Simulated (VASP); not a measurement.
A run of VASP 6.6.1:

The input INCAR:

```
SYSTEM = Si3C
ALGO = Normal
EDIFF = 1E-6
EDIFFG = -0.005
ENCUT = 600
GGA = PE
IBRION = 2
ISIF = 3
ISMEAR = -1
IVDW = 263
LASPH = .TRUE.
LCHARG = .FALSE.
LREAL = .FALSE.
LWAVE = .FALSE.
NELM = 80
NSW = 60
PREC = Accurate
SIGMA = 0.05
```

Contents of KPOINTS:

```
k-points
0
G
  5 5 8
  0 0 0
```

File POSCAR:

```
Si3C
1.0
    4.9148000000      0.0000000000      0.0000000000
   -2.4574000000      4.2563400000      0.0000000000
    0.0000000000      0.0000000000      2.4331100000
Si C
3 1
Direct
    0.5000000000      0.0000000000      0.5000000000
    0.0000000000      0.5000000000      0.5000000000
    0.5000000000      0.5000000000      0.5000000000
    0.0000000000      0.0000000000      0.5000000000
```

Potentials or basis: VASP PAW PBE potentials, release 64 (Si, C).

Command:

```console
$ cat potpaw_PBE.64/Si/POTCAR potpaw_PBE.64/C/POTCAR > POTCAR
$ mpirun -np 1 vasp_std > vasp.out
```

Hardware: 1 thread of AMD EPYC 9R45 96-Core Processor (Zen 5) (shared host).

Problem. Estimate the wall time of this run.

Solution. Run time: 2.2 min on 1 thread of AMD EPYC 9R45 96-Core Processor (Zen 5), with other jobs on the host, peak memory 0.15 GiB. Counts: scf iterations 53, k points 25, ion steps 9.
